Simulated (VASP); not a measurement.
# SiO2 (Stishovite): NMR shieldings

Wanted: the shieldings and field gradients at the nuclei of SiO2 (Stishovite). The cell is of the rutile type, one of the forms listed for this formula, which need not be the common one. The start is a cell from a database of measured crystal structures.

Main program and level: VASP 6.6.1; PBE; plane waves and PAW (Si, O), in the first sound run; inputs show where later runs differ.

Most raw output is cut from this account.

### 1. The starting structure

Symmetry: P4_2/mnm, No. 136, tetragonal system. The conventional cell has a = 4.177 Å, b = 4.177 Å, c = 2.665 Å, α = 90.00°, β = 90.00°, γ = 90.00°. Nearest to Si lie 6 O at 1.76 to 1.81 Å. O has 3 Si at 1.76 to 1.81 Å nearest. Farther neighbours and most contacts between anions are not listed.

### 2. Ground state

A ground-state run shows first whether the cell has a gap, which the next steps need; its size sets how fine their mesh has to be.

The input, INCAR:

```
SYSTEM = SiO2
PREC = Accurate
ENCUT = 520
EDIFF = 1E-07
NELM = 100
ISMEAR = 0
SIGMA = 0.01
LREAL = .FALSE.
ALGO = Normal
GGA = PE
NBANDS = 22
LORBIT = 11
LWAVE = .FALSE.
LCHARG = .FALSE.
KPAR = 2
```

The input, POSCAR:

```
SiO2
1.0
    4.1773000000      0.0000000000      0.0000000000
    0.0000000000      4.1773000000      0.0000000000
    0.0000000000      0.0000000000      2.6652000000
Si O
2 4
Direct
    0.5000000000      0.5000000000      0.5000000000
    0.0000000000      0.0000000000      0.0000000000
    0.8059000000      0.1941000000      0.5000000000
    0.6941000000      0.6941000000      0.0000000000
    0.1941000000      0.8059000000      0.5000000000
    0.3059000000      0.3059000000      0.0000000000
```

The input, KPOINTS:

```
Automatic mesh
0
Gamma
5 5 7
0 0 0
```

Potentials, in the order of the species: Si and O (PBE family, release 64).

Started as:

```bash
$ mpirun -np 2 vasp_std
```

Elapsed: 4.2 s, on 2 MPI ranks of Intel Xeon 6975P-C (Granite Rapids), shared host; peak memory 0.28 GiB; 7.4 s of CPU time.

The gap is read on the k-mesh alone, so it is an upper bound where the band edges lie off the mesh.

A gap read on the k-mesh alone can miss the band edges.

This step gave:

| Property | Result |
| --- | --- |
| free energy (TOTEN) | -46.25 eV |
| Fermi energy | 8.407 eV |
| pressure | 11.34 GPa |
| gap on the k-mesh | 5.612 eV |
| least direct gap on the k-mesh | 5.612 eV |

The cell has a gap of 5.61 eV on this mesh and a pressure of +11.3 GPa, which holds the misfit of the given cell and coordinates with this functional, and any error of cutoff, mesh and data sets. Forces of up to 0.093 eV/Å remain in these settings.

### 3. Shielding tensors

This step: chemical shifts by linear response (GIPAW), PBE; plane waves and PAW (Si, O) (VASP 6.6.1).

LCHIMAG computes the induced currents by linear response. It needs tightly converged orbitals and a cutoff well above the default; LEFG adds the field gradients at no cost.

The input, INCAR:

```
SYSTEM = SiO2
PREC = Accurate
ENCUT = 560
EDIFF = 1E-09
NELM = 100
ISMEAR = 0
SIGMA = 0.01
LREAL = .FALSE.
ALGO = Normal
GGA = PE
NBANDS = 22
LWAVE = .FALSE.
LCHARG = .FALSE.
KPAR = 2
LCHIMAG = .TRUE.
LEFG = .TRUE.
DQ = 0.001
ICHIBARE = 1
LNMR_SYM_RED = .TRUE.
```

POSCAR is that of step 2.

KPOINTS is that of step 2.

Started as:

```bash
$ mpirun -np 2 vasp_std
```

The job ended after 98 s (2 MPI ranks; peak memory 0.49 GiB; 3.3 min of CPU time).

The atoms bear forces, and field gradients depend strongly on their positions.

Numbers from this step:

```yaml
fermi_energy: 8.369 eV
pressure: 11.15 GPa
```

Valence and core; the G = 0 term is that of a spherical sample. NMR shielding, by row:

```
atom  isotropic shielding (ppm)  span (ppm)     skew  isotropic shielding without the G = 0 term (ppm)
 Si1                      519.6       21.66   0.8029                                             507.9
 Si2                      519.6       21.66   0.8029                                             507.9
  O3                      145.8       66.24  -0.0805                                             134.1
  O4                      145.8       66.24  -0.0805                                             134.1
  O5                      145.8       66.24  -0.0805                                             134.1
  O6                      145.8       66.24  -0.0805                                             134.1
```

Ordered as |Vzz| ≥ |Vxx| ≥ |Vyy|, the program's way. Electric field gradients, by row:

```
atom  Vxx (V/Å²)  Vyy (V/Å²)  Vzz (V/Å²)  asymmetry
 Si1      -17.16      -3.499       20.66      0.661
 Si2      -17.16      -3.499       20.66      0.661
  O3       62.86       46.36      -109.2      0.151
  O4       62.86       46.36      -109.2      0.151
  O5       62.86       46.36      -109.2      0.151
  O6       62.86       46.36      -109.2      0.151
```

### 4. Another functional

This step: chemical shifts by linear response (GIPAW), LDA; plane waves and PAW (Si, O) (VASP 6.6.1).

The functional is changed, to see how much the shieldings depend on it.

Changes to INCAR since step 3:

```diff
@@ -9,3 +9,3 @@
 ALGO = Normal
-GGA = PE
+GGA = CA
 NBANDS = 22
```

POSCAR is that of step 3.

KPOINTS is that of step 3.

Started as:

```bash
$ mpirun -np 2 vasp_std
```

Elapsed: 1.8 min, on 2 MPI ranks; peak memory 0.48 GiB; 3.5 min of CPU time.

The PAW data sets were made with PBE, though LDA sets exist; this is a small mismatch.

This step gave:

```yaml
free_energy_toten: -51.8917 eV
fermi_energy: 8.038 eV
pressure: -0.8850 GPa
gap_on_the_k_mesh: 5.641 eV
least_direct_gap_on_the_k_mesh: 5.641 eV
```

Valence and core; the G = 0 term is that of a spherical sample. NMR shielding, by row:

```
atom  isotropic shielding (ppm)  span (ppm)     skew  isotropic shielding without the G = 0 term (ppm)
 Si1                      514.9       22.55   0.8663                                             503.2
 Si2                      514.9       22.55   0.8663                                             503.2
  O3                        137       65.52  -0.0617                                             125.3
  O4                        137       65.52  -0.0617                                             125.3
  O5                        137       65.52  -0.0617                                             125.3
  O6                        137       65.52  -0.0617                                             125.3
```

Ordered as |Vzz| ≥ |Vxx| ≥ |Vyy|, the program's way. Electric field gradients, by row:

```
atom  Vxx (V/Å²)  Vyy (V/Å²)  Vzz (V/Å²)  asymmetry
 Si1      -16.99      -3.402       20.39      0.666
 Si2      -16.99      -3.402       20.39      0.666
  O3       60.58       45.67      -106.2       0.14
  O4       60.58       45.67      -106.2       0.14
  O5       60.58       45.67      -106.2       0.14
  O6       60.58       45.67      -106.2       0.14
```

Against the first shielding run the largest change is -8.8 ppm, on O3.

### 5. Summary

This step: chemical shifts by linear response (GIPAW), PBE, LDA; plane waves and PAW (VASP 6.6.1).

This step runs nothing: it gathers the runs above.

Isotropic shieldings. Cost is wall time times ranks on a shared host. Shieldings by setting:

```
                run  ENCUT (eV)  k mesh  Si1, Wyckoff letter a (ppm)  O3, Wyckoff letter f (ppm)  cost (core minutes)
first shielding run         560   5x5x7                        519.6                       145.8                 3.27
 another functional         560   5x5x7                        514.9                         137                 3.53
```

### 6. What came out

```json
{
 "Si, isotropic shielding": "519.6 ppm",
 "O, isotropic shielding": "145.8 ppm"
}
```

**Reading.** At PBE, in the first shielding run, the isotropic shieldings are Si 519.6 ppm; O 145.8 ppm. In the first shielding run the widest tensor is that of O3, with a span (largest less smallest principal value) of 66.2 ppm. The largest field gradient of that run is Vzz = -109 V/Å² at O3. Against the first shielding run, the one with another functional moves the shieldings by at most 8.8 ppm. Shifts were not obtained, since a shift is the shielding of a reference compound, computed alike, less these values. The G = 0 term is the part set by the sample's shape, taken here for a sphere. No finer mesh was run, so convergence in it isn't shown. VASP's guide advises LASPH and NLSPLINE for shieldings, which this input doesn't set; the effect wasn't tested. Where the functional isn't the one that the data sets were made with, the shieldings hold that mismatch too. The cell is of the rutile type, one of the forms listed for this formula, which need not be the common one. The given cell is kept, although it stands at +11.2 GPa at PBE and ENCUT = 560 eV, which holds the mismatch of the given cell with this functional, any error of the entry itself and any basis-set error. The atoms weren't relaxed and carry forces of up to 0.093 eV/Å at PBE in the first shielding run, so the numbers belong to the given coordinates, and a relaxation would change them.

[Lines on the potential files, build, host, timing and source positions are cut from VASP's logs without a mark.]

[Logs are printed without paths, hosts, clocks, repeated set-up lines and the standing remarks that a program may print on its own settings, such as how far it seeks lower states.]

[Hosts, paths, dates, database ids (printed as entryN), source tags and the programs' standing remarks are cut or masked in the printed files.]
